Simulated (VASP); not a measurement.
# Al3GaN4 (ordered alloy cell): computed properties

Computed with PBEsol GGA, VASP's PBE PAW potentials (set 64) (plane waves; VASP).

```yaml
space_group: P3m1 (156)
cell: a = 3.130 Å, b = 3.130 Å, c = 10.086 Å, α = 90.00°, β = 90.00°, γ = 120.00°
volume_per_atom: 10.70 Å^3/atom
band gap (over mesh and band path): 3.30 eV
smallest direct gap (over mesh and band path): 3.30 eV
band_edge_character: direct, Γ to Γ
density: 4.01 g/cm³
```

```cif
data_Al3GaN4
_chemical_formula_sum 'Ga1 Al3 N4'
_space_group_name_H-M_alt 'P 1'
_space_group_IT_number 1
_cell_length_a 3.13008
_cell_length_b 3.13008
_cell_length_c 10.08568
_cell_angle_alpha 90.000
_cell_angle_beta 90.000
_cell_angle_gamma 120.000
loop_
_space_group_symop_operation_xyz
  'x, y, z'
loop_
_atom_site_label
_atom_site_type_symbol
_atom_site_fract_x
_atom_site_fract_y
_atom_site_fract_z
_atom_site_occupancy
Ga1 Ga 0.66667 0.33333 0.25117 1
Al1 Al 0.33333 0.66667 0.99697 1
Al2 Al 0.66667 0.33333 0.75032 1
Al3 Al 0.33333 0.66667 0.50334 1
N1 N 0.66667 0.33333 0.44591 1
N2 N 0.33333 0.66667 0.18552 1
N3 N 0.66667 0.33333 0.93886 1
N4 N 0.33333 0.66667 0.69192 1
```

The structure was generated: Al3GaN4 was put into an ordered model structure (P3m1), which need not be its known phase. It was relaxed first. Symmetry was kept, so distortions that lower it aren't found.
